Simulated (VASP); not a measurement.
A run of VASP 6.6.1 is set up as follows.

File INCAR:

```
SYSTEM = C
ALGO = Normal
EDIFF = 1E-6
ENCUT = 450
GGA = PE
ISIF = 2
ISMEAR = 0
KPAR = 2
LASPH = .TRUE.
LCHARG = .FALSE.
LREAL = .FALSE.
LWAVE = .FALSE.
NELM = 120
PREC = Accurate
SIGMA = 0.02
```

The input KPOINTS:

```
k-points
0
G
  16 16 16
  0 0 0
```

File POSCAR:

```
C                                       
1.0
    0.0000000000      1.7858179493      1.7858179493
    1.7858179493      0.0000000000      1.7858179493
    1.7858179493      1.7858179493      0.0000000000
  C             
     2
Direct
     0.0000000000000000    0.0000000000000000    0.0000000000000000
     0.2500000000000000    0.2500000000000000    0.2500000000000000
```

KPOINTS_OPT

```
path GXWKGLUWLK,UX
10
line-mode
reciprocal
 0.0000000000  0.0000000000  0.0000000000  G
 0.5000000000  0.0000000000  0.5000000000  X

 0.5000000000  0.0000000000  0.5000000000  X
 0.5000000000  0.2500000000  0.7500000000  W

 0.5000000000  0.2500000000  0.7500000000  W
 0.3750000000  0.3750000000  0.7500000000  K

 0.3750000000  0.3750000000  0.7500000000  K
 0.0000000000  0.0000000000  0.0000000000  G

 0.0000000000  0.0000000000  0.0000000000  G
 0.5000000000  0.5000000000  0.5000000000  L

 0.5000000000  0.5000000000  0.5000000000  L
 0.6250000000  0.2500000000  0.6250000000  U

 0.6250000000  0.2500000000  0.6250000000  U
 0.5000000000  0.2500000000  0.7500000000  W

 0.5000000000  0.2500000000  0.7500000000  W
 0.5000000000  0.5000000000  0.5000000000  L

 0.5000000000  0.5000000000  0.5000000000  L
 0.3750000000  0.3750000000  0.7500000000  K

 0.6250000000  0.2500000000  0.6250000000  U
 0.5000000000  0.0000000000  0.5000000000  X
```

Potentials or basis: VASP PAW PBE potentials, release 64 (C).

Command:

```console
$ cat potpaw_PBE.64/C/POTCAR > POTCAR
$ mpirun -np 2 vasp_std > vasp.out
```

Task: Estimate the band gap along the path.

Result: 4.14 eV, indirect (least direct gap 5.58 eV).

Task: What does it give for the band gap on the k mesh?

Result: 4.13 eV, indirect (least direct gap 5.58 eV).

Levels at the corners of the path, in eV from the valence-band top:
| point | band 1 | band 2 | band 3 | band 4 | band 5 | band 6 | band 7 | band 8 |
| --- | --- | --- | --- | --- | --- | --- | --- | --- |
| Γ | -21.42 | 0.00 | 0.00 | 0.00 | 5.58 | 5.58 | 5.58 | 13.24 |
| X | -12.73 | -12.73 | -6.27 | -6.27 | 4.75 | 4.75 | 16.76 | 16.76 |
| X | -12.73 | -12.73 | -6.27 | -6.27 | 4.75 | 4.75 | 16.76 | 16.76 |
| W | -11.95 | -11.95 | -8.29 | -8.29 | 10.61 | 10.61 | 12.27 | 12.27 |
| W | -11.95 | -11.95 | -8.29 | -8.29 | 10.61 | 10.61 | 12.27 | 12.27 |
| K | -12.95 | -11.70 | -9.28 | -5.34 | 5.67 | 10.72 | 14.33 | 15.58 |
| K | -12.95 | -11.70 | -9.28 | -5.34 | 5.67 | 10.72 | 14.33 | 15.58 |
| Γ | -21.42 | 0.00 | 0.00 | 0.00 | 5.58 | 5.58 | 5.58 | 13.24 |
| Γ | -21.42 | 0.00 | 0.00 | 0.00 | 5.58 | 5.58 | 5.58 | 13.24 |
| L | -15.67 | -13.33 | -2.79 | -2.79 | 8.45 | 8.45 | 8.79 | 15.68 |
| L | -15.67 | -13.33 | -2.79 | -2.79 | 8.45 | 8.45 | 8.79 | 15.68 |
| U | -12.95 | -11.70 | -9.28 | -5.34 | 5.67 | 10.72 | 14.33 | 15.58 |
| U | -12.95 | -11.70 | -9.28 | -5.34 | 5.67 | 10.72 | 14.33 | 15.58 |
| W | -11.95 | -11.95 | -8.29 | -8.29 | 10.61 | 10.61 | 12.27 | 12.27 |
| W | -11.95 | -11.95 | -8.29 | -8.29 | 10.61 | 10.61 | 12.27 | 12.27 |
| L | -15.67 | -13.33 | -2.79 | -2.79 | 8.45 | 8.45 | 8.79 | 15.68 |
| L | -15.67 | -13.33 | -2.79 | -2.79 | 8.45 | 8.45 | 8.79 | 15.68 |
| K | -12.95 | -11.70 | -9.28 | -5.34 | 5.67 | 10.72 | 14.33 | 15.58 |
| U | -12.95 | -11.70 | -9.28 | -5.34 | 5.67 | 10.72 | 14.33 | 15.58 |
| X | -12.73 | -12.73 | -6.27 | -6.27 | 4.75 | 4.75 | 16.76 | 16.76 |
